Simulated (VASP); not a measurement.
Here is the system:

```xyz
5
Lattice="3.9430 0.0000 0.0000 0.0000 3.9430 0.0000 0.0000 0.0000 3.9430" Properties=species:S:1:pos:R:3 pbc="T T T"
K      0.0000     0.0000     0.0000
Ta     1.9715     1.9715     1.9715
O      1.9715     0.0000     1.9715
O      0.0000     1.9715     1.9715
O      1.9715     1.9715     0.0000
```

Method: SCAN meta-GGA, VASP's PBE PAW potentials (set 64) (plane waves; VASP). Settings: 520 eV cut-off, 6×6×6 Γ-centred mesh, Gaussian smearing of 0.050 eV, potentials K_sv Ta_pv O.

Unless said otherwise, spin-orbit coupling is left out, though it shifts the bands of the heavy elements here.

### Question
What does the run give for the energy per atom (σ→0), pressure, band gap (on the k-mesh) with the smallest direct gap where there is one?

### Answer

The band gap (on the k-mesh) comes out as 2.62 eV and the smallest direct gap (on the k-mesh) is 3.25 eV. The energy per atom (σ→0) comes out as -21.624 eV/atom. The pressure comes out as 70.2 kbar.

The compound is KTaO3 in the cubic perovskite structure. This cell is one point of a volume scan, at 0.97 of the reference volume.
